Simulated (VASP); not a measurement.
Runs of VASP 6.6.1 on H2. The cell holds a molecule in a box, 2 atoms: a = 12.000 Å, b = 12.400 Å, c = 13.000 Å, α = 90.00°, β = 90.00°, γ = 90.00°. 

```csv
level,potentials or basis,gap on the mesh (eV)
PBE+D3(BJ),"VASP PAW PBE potentials, release 64 (H)",10.22
LDA,"VASP PAW LDA potentials, release 64 (H)",10.05
r2SCAN,"VASP PAW PBE potentials, release 64 (H)",10.90
PBE,"VASP PAW PBE potentials, release 64 (H)",10.22
PBEsol,"VASP PAW PBE potentials, release 64 (H)",(a)
```

Alike in all rows: task relaxation of the atoms; no spin polarisation; cell atoms relaxed; k mesh 1 × 1 × 1; cutoff (eV) 600; smearing gaussian 0.01 eV.

Problem. Fill in the values left out.

Solution. (a) 10.03.

A k mesh can miss the band edges.

Not every run made on this cell is shown here.
